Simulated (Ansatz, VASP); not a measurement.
## Two plane-wave programs on CsSrF3

```
CELL_PARAMETERS angstrom
5.04079 1.26020 1.26020
1.26020 5.04079 1.26020
1.26020 1.26020 5.04079
ATOMIC_POSITIONS crystal
Cs 0.00000 0.00000 0.00000
Sr 0.50000 0.50000 0.50000
F 0.00000 0.50000 0.50000
F 0.50000 0.00000 0.50000
F 0.50000 0.50000 0.00000
```

Alike in both runs: task single point; functional LDA; k mesh 6 × 6 × 6; occupations gaussian, width 0.05 eV; no spin polarisation.

```csv
,VASP,Ansatz
version,VASP 6.6.1,Ansatz 0.2.0
potentials or method,"VASP PAW LDA potentials, release 64 (Cs_sv, Sr_sv, F)","scalar-relativistic, plane waves, PAW"
plane-wave cutoff (eV),520,420
valence electrons in the cell,40,40
```

Ansatz gave:

```
gap on the k mesh at the Fermi level (eV)       : 1.83
least direct gap on the mesh (eV)               : 1.83
pressure (GPa)                                  : -1.5
largest component of the traceless stress (GPa) : 9.61
```

**Question.** Which values does VASP return?

**Answer.** gap on the k mesh at the Fermi level (eV): 1.78; least direct gap on the mesh (eV): 1.78; pressure (GPa): -1.2; largest component of the traceless stress (GPa): 9.74.

Caveats: spin-orbit coupling is left out, which moves the levels of the heavy elements. A k mesh can miss the band edges.
